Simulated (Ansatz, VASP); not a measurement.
# Zn2SeS in two plane-wave programs

Wanted: the spread between two codes on one cell, functional and k mesh. The structure shown is the start of the Ansatz relaxation below; VASP solves that cell, so the two are compared at the walk's first step.

Method: plane waves, with VASP 6.6.1 beside it; single point at PBEsol with D4, in Ansatz 0.2.0.

### 1. The structure

The structure is trigonal, space group R3m (No. 160). The conventional cell has a = 3.821 Å, b = 3.821 Å, c = 18.745 Å, α = 90.00°, β = 90.00°, γ = 120.00°. Nearest to Zn lie 1 S at 2.28 Å and 3 Se at 2.37 Å. Nearest to Zn lie 3 S at 2.31 Å and 1 Se at 2.40 Å. Nearest to Se lie 4 Zn at 2.37 to 2.40 Å. Nearest to S lie 4 Zn at 2.28 to 2.31 Å. Farther neighbours and most contacts between anions are not listed.

### 2. Ansatz: relaxation, PBEsol with D4

Ansatz runs on its default PAW (the set named soft_2) files.

The two programs are compared at the cell with which this relaxation starts, whose forces are those of its first step.

Contents of input.yaml:

```yaml
crystal:
  lattice:
    - [1.9104609787, 1.1030051603, 6.2481928064]
    - [-1.9104609787, 1.1030051603, 6.2481928064]
    - [0.0, -2.2060103207, 6.2481928064]
  atoms:
    - { symbol: Zn, position: [0.0040085379, 0.0040085379, 0.0040085379] }
    - { symbol: Zn, position: [0.4961714892, 0.4961714892, 0.4961714892] }
    - { symbol: Se, position: [0.624252156, 0.624252156, 0.624252156] }
    - { symbol: S, position: [0.1255668169, 0.1255668169, 0.1255668169] }
kpoints:
  mp_grid: { grid: [9, 9, 9] }
hamiltonian:
  xc: pbesol
  dispersion: d4
scf:
  occupations: { method: gaussian, width: 0.02 }
output:
  forces: true
  stress: true
  eigenvalues: true
relax:
  adjacent_minimum: "off"
  f_tol: 0.001
  max_steps: 60
  cell: { stress_tol: 0.02, fix: [volume] }
```

Launch:

```
$ ansatz run input.yaml --threads 4 --pin off --max-ram 8192MiB --backend cpu --events-out ev --progress --plain --runs-dir out
```

Numbers of over 12 decimals in the logs are rounded to 6 here.

Log:

```text
basis.fft_grid_basis auto: the FFT boxes are laid along the combinations [[1, 0, -1], [0, 1, -1], [0, 0, 1]] of the cell's own vectors, 3.821, 3.821 and 6.626 Å long. The dense box has 27×27×45 points. Along the cell's own vectors, as sized, it would have 45×45×45, 2.78 times as many. Of the 6 symmetry operations that the crystal satisfies within crystal.symmetry.tolerance (time reversal apart; of a slab, those that  [...]
Engine: ansatz 0.2.0, aarch64-unknown-linux-gnu
Pseudopotentials: kind: paw
Pseudopotential: Zn, paw, valence charge 12, recommended cutoff 420 eV (normal), Zn.paw.azcp
Pseudopotential: Se, paw, valence charge 16, recommended cutoff 420 eV (normal), Se.paw.azcp
Pseudopotential: S, paw, valence charge 6, recommended cutoff 420 eV (normal), S.paw.azcp
Functional definition: PBEsol
  exchange = pbesol_x
  correlation = pbesol_c
Crystal: 4 atoms, lattice volume = 78.999 Å³
Basis set: ecut = 420 eV, 1527 PW (Γ), FFT grids on a1−a3, a2−a3, a3, exchange–correlation on 54×54×90 points (8 copies of the dense FFT grid, shifted against one another)
Bands: 28, of which v1, the nominal top of the filled ones, is band 23 counted from 1 (22 counted from 0)
Symmetry: 6 space group operations
Space group: R3m (ITA 160), of the structure as read, at distance tolerance 4.3e-5 Å
k-points: 85 of 729 (time reversal used)
Non-local potential: Zn, projectors of the file, l = 0: 2, l = 1: 2, l = 2: 3, l = 3: 1
Non-local potential: Se, projectors of the file, l = 0: 2, l = 1: 2, l = 2: 3, l = 3: 1
Non-local potential: S, projectors of the file, l = 0: 2, l = 1: 2, l = 2: 2
PAW form: soft (Blöchl's): semilocal exchange-correlation on the pseudo side does not see the compensation charge
PAW frozen core: Zn, regenerated for the run's functional, and the local potential with it (the file was generated under x = pbe(κ = 0.804, μ = 0.219515), c = pbe(β = 0.066725))
PAW frozen core: Se, regenerated for the run's functional, and the local potential with it (the file was generated under x = pbe(κ = 0.804, μ = 0.219515), c = pbe(β = 0.066725))
PAW frozen core: S, regenerated for the run's functional, and the local potential with it (the file was generated under x = pbe(κ = 0.804, μ = 0.219515), c = pbe(β = 0.066725))
PAW one-centre angular grid: Zn, 590 points (default); XC on 64 Gauss nodes
PAW one-centre angular grid: Se, 590 points (default); XC on 64 Gauss nodes
PAW one-centre angular grid: S, 110 points (default); XC on 64 Gauss nodes
Initial density: superposition of atomic densities (neutral atoms: chi_scale 0, normalization atom), corrected by the library's trained network
Initial wavefunctions: pseudopotential atomic-orbital guess
Functional: x = pbesol(κ = 0.804, μ = 0.123457), c = pbesol(β = 0.046)
SCF iter   1: F=—  HF=-12874.575865 eV  |F-HF|=—  |Δ(HF+E_count)|=         —  Δρ=4.93e-3  dr2=2.04e-2  ethr=1.77e-3  ⟨swp⟩=6.2  Hψ=11386  notcnv=0
preconditioner: auto → Resta (q_TF=auto, 2.493 Å⁻¹)  ε∞=6.1  [insulator: Δε(μ)=1.598 eV  Ē_g=11.116 eV  σ=0.020 eV  W_gap=1.00  n_scr=22 (ndim 8)  ℏωp=25.1 eV  f_vac=0.051  D(μ)=0.00/eV (n_scr^D=0)  ε∞_Penn≈6.1]
SCF iter   2: F=—  HF=-12874.569910 eV  |F-HF|=—  |Δ(HF+E_count)|=   5.96e-3  Δρ=1.80e-3  dr2=4.48e-3  ethr=4.44e-5  ⟨swp⟩=2.0  Hψ=4759  notcnv=0  defer=85
SCF iter   3: F=—  HF=-12874.569020 eV  |F-HF|=—  |Δ(HF+E_count)|=   8.90e-4  Δρ=1.41e-3  dr2=1.13e-3  ethr=9.73e-6  ⟨swp⟩=2.0  Hψ=4093  notcnv=0  defer=85
SCF iter   4: F=—  HF=-12874.568634 eV  |F-HF|=—  |Δ(HF+E_count)|=   3.86e-4  Δρ=3.75e-4  dr2=1.18e-4  ethr=2.45e-6  ⟨swp⟩=2.0  Hψ=3709  notcnv=0  defer=85
SCF iter   5: F=—  HF=-12874.568672 eV  |F-HF|=—  |Δ(HF+E_count)|=   3.76e-5  Δρ=1.06e-4  dr2=1.32e-5  ethr=2.57e-7  ⟨swp⟩=3.0  Hψ=4072  notcnv=0  defer=85
SCF iter   6: F=—  HF=-12874.568704 eV  |F-HF|=—  |Δ(HF+E_count)|=   3.17e-5  Δρ=4.51e-5  dr2=1.29e-6  ethr=2.87e-8  ⟨swp⟩=2.0  Hψ=3826  notcnv=0  defer=85
SCF iter   7: F=—  HF=-12874.568705 eV  |F-HF|=—  |Δ(HF+E_count)|=   1.47e-6  Δρ=4.25e-5  dr2=8.26e-7  ethr=2.79e-9  ⟨swp⟩=2.0  Hψ=4006  notcnv=0  defer=85
SCF iter   8: F=-12874.568705 eV  HF=-12874.568705 eV  |F-HF|=1.93e-8  |Δ(HF+E_count)|=   3.76e-7  Δρ=7.03e-6  dr2=3.31e-8  ethr=2.17e-10  ⟨swp⟩=7.2  Hψ=12023  notcnv=0
SCF 1 converged in 8 iterations: F = -12874.568705 eV  dr2 = 3.31e-8
  greatest PAW one-centre occupation: 1.000 electrons in one spin orbital (limit 2), on the Se atom at site 2 (counted from 0), in its partial waves of l = 2
[...]
relax step   2: F+E_penalty+E_count = -12874.56880304 eV  Δ(F+E_penalty+E_count) = -9.814e-5 eV  max|allowed force component| = 9.132e-3 eV/Å  Δτ_max = 0.0021 Å  P = +2.439 GPa  Ω = 78.999 Å³  fix = [volume]  reactions: volume +2.439 GPa  (5 SCF iters, dr2 threshold 5.42e-8 eV, accepted)
[...]
relax step   3: F+E_penalty+E_count = -12874.56881426 eV  Δ(F+E_penalty+E_count) = -1.122e-5 eV  max|allowed force component| = 1.817e-3 eV/Å  Δτ_max = 0.0009 Å  P = +2.435 GPa  Ω = 78.999 Å³  energy of the carried Pulay correction = +2.154e-17 eV  fix = [volume]  reactions: volume +2.435 GPa  (6 SCF iters, dr2 threshold 5.21e-9 eV, accepted)
[...]
relax step   4: F+E_penalty+E_count = -12874.56881451 eV  Δ(F+E_penalty+E_count) = -2.488e-7 eV  max|allowed force component| = 5.610e-4 eV/Å  Δτ_max = 0.0001 Å  P = +2.435 GPa  Ω = 78.999 Å³  energy of the carried Pulay correction = +1.077e-17 eV  fix = [volume]  reactions: volume +2.435 GPa  (5 SCF iters, dr2 threshold 2.06e-10 eV, accepted)
[...]
relax step   5: F+E_penalty+E_count = -12874.56881290 eV  Δ(F+E_penalty+E_count) = +1.612e-6 eV  max|allowed force component| = 5.628e-4 eV/Å  Δτ_max = 0.0000 Å  P = +2.435 GPa  Ω = 78.999 Å³  fix = [volume]  reactions: volume +2.435 GPa  stress off target by 2.20e-3 GPa on what of the cell is left free  SCF on the basis re-selected at this cell (its energy is not comparable with the rows above)  (8 SCF iters)
basis re-selected at this cell: Δ(F+E_penalty+E_count) = +1.612e-6 eV, ΔP = +0.000 GPa vs the last step (what re-selecting the basis moved, of the pressure what is left beyond the Pulay correction that the steps carried, after the strain that the cell walked since its last selection, with what the two solves' SCF thresholds leave and, on support functions, any second-order correction that the steps lacked; it is no m [...]
SCF converged after 8 iterations
Free energy (F): -12874.568813 eV
Harris-Foulkes:  -12874.568813 eV  (|F-HF|=5.46e-12)
Internal energy: -12874.568813 eV  (E = F + TS)
E sigma→0 (E₀):  -12874.568813 eV
Fermi energy:    8.186124 eV
--- Per-component energies (eV) ---
  E_band       = -348.728655
  E_kinetic    = 491.656839
  E_local      = -6509.727322  (includes V_loc(G=0)·N_el)
  E_nonlocal   = 665.440639
  E_hartree    = 2936.886269
  E_xc         = -472.890003
  E_vxc        = -293.241179  (∫ρ·V_xc dr)
  E_paw        = -6032.380736  (= ΣΔE_a)
  E_vpaw       = -576.628820  (= ΣTr[D̂ρ^β])
  E_aug_tail   = -0.001340  (compensation charges beyond the density's cutoff)
  E_ewald      = -3955.449055
  E_disp       = -0.769212  (pairwise vdW)
  E_core_change = 2.665110  (= ΣΔE_core)
  E_smearing   = -0.000000  (= −TS)
  E_closure    = -0.000000  (closes the sum)
  Σ components = -12874.568813   (vs F -12874.568813, Δ=0.00e0)
--- Forces (eV/Å), atoms counted from 1 ---
  atom   1  Zn     0.00000000     0.00000000    -0.00055745
  atom   2  Zn     0.00000000     0.00000000    -0.00044121
  atom   3  Se     0.00000000    -0.00000000     0.00056279
  atom   4  S      0.00000000    -0.00000000     0.00043589
  max |Σ_I F_I| component: 2.42e-8 eV/Å
--- Stress (GPa, compression-positive) ---
        2.433469       0.000000       0.000000
        0.000000       2.433469      -0.000000
        0.000000      -0.000000       2.436774
  P = ⅓ Tr σ = 2.4346 GPa (24.346 kbar)
--- Band table (eV; the first three rows and the last of 85) ---
  k-point 0: bands = [... 19 lower, 6.0704, 7.1608, 7.3831, 7.3831, 8.9890, 10.2350, 13.1115, 13.1115, ... 1 higher]
  k-point 1: bands = [... 19 lower, 5.9256, 6.4309, 6.9982, 7.1485, 9.7732, 10.9368, 12.8084, 13.2599, ... 1 higher]
  k-point 2: bands = [... 19 lower, 4.9989, 5.5927, 6.5153, 6.6302, 10.7628, 11.5464, 12.3987, 13.3145, ... 1 higher]
  k-point 84: bands = [... 19 lower, 5.6719, 6.0307, 6.5177, 6.9875, 10.6694, 11.3813, 12.6933, 13.4644, ... 1 higher]
--- Relaxed structure (4 steps of the walk, 4 accepted, 1 SCFs on fresh bases) ---
  F+E_penalty+E_count = -12874.56881290 eV   max|allowed force component| = 5.628e-4 eV/Å   (the final SCF, on the basis selected at the relaxed cell)
  cell:  # Å, volume = 78.9990 Å³
    - [1.910314, 1.102921, 6.249152]
    - [-1.910314, 1.102921, 6.249152]
    - [0, -2.205841, 6.249152]
  atoms:
    - { symbol: Zn, position: [0.00412726, 0.00412726, 0.00412726] }
    - { symbol: Zn, position: [0.496053, 0.496053, 0.496053] }
    - { symbol: Se, position: [0.624112, 0.624112, 0.624112] }
    - { symbol: S, position: [0.125707, 0.125707, 0.125707] }
```

### 3. VASP: single point, PBEsol with D4, start cell, pair 1

The same cell, functional, mesh and smearing now go to VASP, with its own data sets.

Lines of VASP's logs that name or quote its potential files are left out, and so is its time.

Contents of INCAR:

```
SYSTEM = Zn2SeS
PREC = Accurate
ENCUT = 400
EDIFF = 1E-06
NELM = 120
ISMEAR = 0
SIGMA = 0.02
LREAL = .FALSE.
ALGO = Normal
GGA = PS
IVDW = 13
NBANDS = 24
LORBIT = 11
LWAVE = .FALSE.
LCHARG = .FALSE.
ISIF = 2
LASPH = .TRUE.
GGA_COMPAT = .FALSE.
EFERMI = MIDGAP
KPAR = 2
```

Contents of POSCAR:

```
Zn2SeS
1.0
    1.9104610000      1.1030050000      6.2481930000
   -1.9104610000      1.1030050000      6.2481930000
    0.0000000000     -2.2060100000      6.2481930000
Zn Se S
2 1 1
Direct
    0.0040085189      0.0040085189      0.0040085189
    0.4961714531      0.4961714531      0.4961714531
    0.6242521104      0.6242521104      0.6242521104
    0.1255668105      0.1255668105      0.1255668105
```

Contents of KPOINTS:

```
Automatic mesh
0
Gamma
9 9 9
0 0 0
```

PAW data sets: Zn, Se and S (PBE family, release 64).

Launch:

```
$ mpirun -np 2 vasp_std
```

Log:

```text
[banner, memory and clock lines left out]
running    2 mpi-ranks, on    1 nodes
 distrk:  each k-point on    1 cores,    2 groups
 distr:  one band on    1 cores,    1 groups

 POSCAR found type information on POSCAR ZnSeS
 POSCAR found :  3 types and       4 ions
|                                                                             |
|               ----> ADVICE to this user running VASP <----                  |
|                                                                             |
|     You enforced a specific xc type in the INCAR file but a different       |
|     [... a line on the potential file left out ...]
|     I HOPE YOU KNOW WHAT YOU ARE DOING!                                     |
|                                                                             |

 LDA part: xc-table for (Slater+PW92), standard interpolation
 POSCAR, INCAR and KPOINTS ok, starting setup
 FFT: planning ... GRIDC
 FFT: planning ... GRID_SOFT
 FFT: planning ... GRID
 WAVECAR not read
 entering main loop
       N       E                     dE             d eps       ncg     rms          rms(c)
DAV:   1     0.206345438252E+03    0.20635E+03   -0.15033E+04  4088   0.151E+03
DAV:   2     0.210965308818E+01   -0.20424E+03   -0.19748E+03  4432   0.319E+02
DAV:   3    -0.147030941543E+02   -0.16813E+02   -0.16738E+02  5080   0.973E+01
DAV:   4    -0.149824339259E+02   -0.27934E+00   -0.27922E+00  4736   0.132E+01
DAV:   5    -0.149864507950E+02   -0.40169E-02   -0.40165E-02  5128   0.148E+00    0.927E+00
DAV:   6    -0.142682333059E+02    0.71822E+00   -0.18444E+00  5216   0.415E+01    0.699E+00
DAV:   7    -0.142652773920E+02    0.29559E-02   -0.13058E+00  4368   0.704E+00    0.293E+00
DAV:   8    -0.142557832858E+02    0.94941E-02   -0.36870E-02  5928   0.246E+00    0.892E-01
DAV:   9    -0.142549648851E+02    0.81840E-03   -0.15465E-02  5536   0.235E+00    0.297E-01
DAV:  10    -0.142550457576E+02   -0.80873E-04   -0.18279E-03  4848   0.711E-01    0.212E-01
DAV:  11    -0.142550534694E+02   -0.77118E-05   -0.27831E-04  5696   0.376E-01    0.125E-01
DAV:  12    -0.142550956677E+02   -0.42198E-04   -0.16185E-04  6008   0.288E-01    0.247E-02
DAV:  13    -0.142550971670E+02   -0.14993E-05   -0.32219E-05  4784   0.955E-02    0.178E-02
DAV:  14    -0.142550979136E+02   -0.74663E-06   -0.10467E-05  5496   0.283E-02    0.497E-03
DAV:  15    -0.142550982593E+02   -0.34573E-06   -0.19824E-06  3712   0.127E-02
   1 F= -.15023720E+02 E0= -.15023720E+02  d E =0.000000E+00
```

Parts of OUTCAR (step 3):

```text
ion  position               nearest neighbor table
   1  0.004  0.004  0.004-   4 2.28   3 2.37   3 2.37   3 2.37
   2  0.496  0.496  0.496-   4 2.31   4 2.31   4 2.31   3 2.40
   3  0.624  0.624  0.624-   1 2.37   1 2.37   1 2.37   2 2.40
   4  0.126  0.126  0.126-   1 2.28   2 2.31   2 2.31   2 2.31

  LATTYP: Found a trigonal (rhomboedric) cell.
 ALAT       =     6.6261902348
 COS(alpha) =     0.8337435326

 Subroutine GETGRP returns: Found  6 space group operations
 (whereof  6 operations were pure point group operations)

The static configuration has the point symmetry C_3v.

 Found     85 irreducible k-points:

   k-points           NKPTS =     85   k-points in BZ     NKDIM =     85   number of bands    NBANDS=     24

   dimension x,y,z NGX =    48 NGY =   48 NGZ =   48
   dimension x,y,z NGXF=    96 NGYF=   96 NGZF=   96

   ENCUT  =  400.0 eV  29.40 Ry    5.42 a.u.  10.81 10.81 10.81*2*pi/ulx,y,z

   NELECT =      36.0000    total number of electrons

 k-points in reciprocal lattice and weights: Automatic mesh
   0.00000000  0.00000000  0.00000000       0.001
   0.11111111  0.00000000 -0.00000000       0.008
   0.22222222  0.00000000  0.00000000       0.008
   0.33333333  0.00000000  0.00000000       0.008
   0.44444444  0.00000000  0.00000000       0.008
   0.11111111  0.11111111 -0.00000000       0.008
   0.22222222  0.11111111  0.00000000       0.016
   0.33333333  0.11111111  0.00000000       0.016
   0.44444444  0.11111111  0.00000000       0.016
[...]
0.44444444  0.44444444  0.44444444       0.003
  -0.44444444  0.44444444  0.44444444       0.008

 average (electrostatic) potential at core
       1 -35.9908       2 -36.1329       3 -54.9126       4 -88.7490

 E-fermi :   3.3838

 k-point     1 :       0.0000    0.0000    0.0000
  band No.  band energies     occupation
    ...
     14       1.2667      2.00000
     15       1.2667      2.00000
     16       2.3582      2.00000
     17       2.5747      2.00000
     18       2.5747      2.00000
     19       4.1929      0.00000
     20       5.4316      0.00000
     21       8.3299      0.00000
     22       8.3299      0.00000
     23       8.3972      0.00000
    ...

 k-point     2 :       0.1111    0.0000   -0.0000
  band No.  band energies     occupation
    ...
     14       0.6055      2.00000
     15       1.1222      2.00000
     16       1.6210      2.00000
     17       2.1940      2.00000
     18       2.3389      2.00000
     19       4.9774      0.00000
     20       6.1375      0.00000
     21       8.0210      0.00000
     22       8.4648      0.00000
     23       8.6778      0.00000
    ...

 k-point     3 :       0.2222    0.0000    0.0000
  band No.  band energies     occupation
    ...
     14      -0.5563      2.00000
     15       0.1861      2.00000
     16       0.7906      2.00000
     17       1.7095      2.00000
     18       1.8179      2.00000
     19       5.9688      0.00000
     20       6.7442      0.00000
     21       7.6015      0.00000
     22       8.5324      0.00000
     23       9.4755      0.00000
    ...

  DFT-D4 for vdW energy calculation

  Edisp (eV):   -0.76862

  Total       1.20287     1.20287     1.21496     0.00000     0.00000     0.00000
  in kB      24.39543    24.39542    24.64068     0.00000     0.00000     0.00000
  external pressure =       24.48 kB  Pullay stress =        0.00 kB

  energy-cutoff  :      400.00
  volume of cell :       79.00
      direct lattice vectors                 reciprocal lattice vectors
     1.910461000  1.103005000  6.248193000     0.261716936  0.151102367  0.053348758
    -1.910461000  1.103005000  6.248193000    -0.261716936  0.151102367  0.053348758
     0.000000000 -2.206010000  6.248193000     0.000000000 -0.302204735  0.053348758

 POSITION                                       TOTAL-FORCE (eV/Angst)
 -----------------------------------------------------------------------------------
      0.00000      0.00000      0.07514         0.000000      0.000000      0.022498
      0.00000      0.00000      9.30053         0.000000     -0.000000     -0.021441
      0.00000      0.00000     11.70134         0.000000     -0.000000     -0.032949
      0.00000      0.00000      2.35370         0.000000     -0.000000      0.031892
 -----------------------------------------------------------------------------------
    total drift:                               -0.000000      0.000023      0.000109

  FREE ENERGIE OF THE ION-ELECTRON SYSTEM (eV)
  ---------------------------------------------------
  free  energy   TOTEN  =       -15.0237201297 eV

  energy  without entropy=      -15.0237201297  energy(sigma->0) =      -15.02372013

 total charge
# of ion       s       p       d       tot
------------------------------------------
    1        0.562   0.546   9.798  10.906
    2        0.538   0.507   9.798  10.843
    3        1.435   2.475   0.040   3.949
    4        1.309   2.426   0.000   3.735
--------------------------------------------------
tot          3.844   5.953  19.636  29.433

[... 3 further parts left out ...]
```

The run ends at a pressure of 2.45 GPa, with forces up to 0.033 eV/Å.

### 4. Comparison

Known differences besides the potentials themselves: the data sets hold 46 valence electrons in Ansatz (on its default PAW (the set named soft_2) files) and 36 in VASP; the cutoff is 420 eV in Ansatz and 400 eV in VASP; Ansatz makes its cores anew for this functional, VASP keeps those of its PBE data sets. Total energies have different zeros and are not compared.

At this near-relaxed geometry the largest component of a force difference is 8 meV/Å.

### 5. What the set-up changes

Further runs change the set-up of one program: Ansatz's method, potentials or start, or VASP's data sets, cutoff or form of LDA. The table gives that difference for each run.

```tsv
run	r.m.s. force difference (meV/Å)
as above	3.4
VASP with a cutoff of 500 eV (perhaps on Ansatz's relaxed cell)	3.5
```

[end of part 1 of 2]

[Lines on the potential files, build, host, timing and source positions are cut from VASP's logs without a mark.]

[Logs are printed without paths, hosts, clocks, repeated set-up lines and the standing remarks that a program may print on its own settings, such as how far it seeks lower states.]

[Hosts, paths, dates, database ids (printed as entryN), source tags and the programs' standing remarks are cut or masked in the printed files.]

[Rows of further runs with another cutoff or data set may stand on the cell that Ansatz relaxed, not on the start cell of the pair above them.]
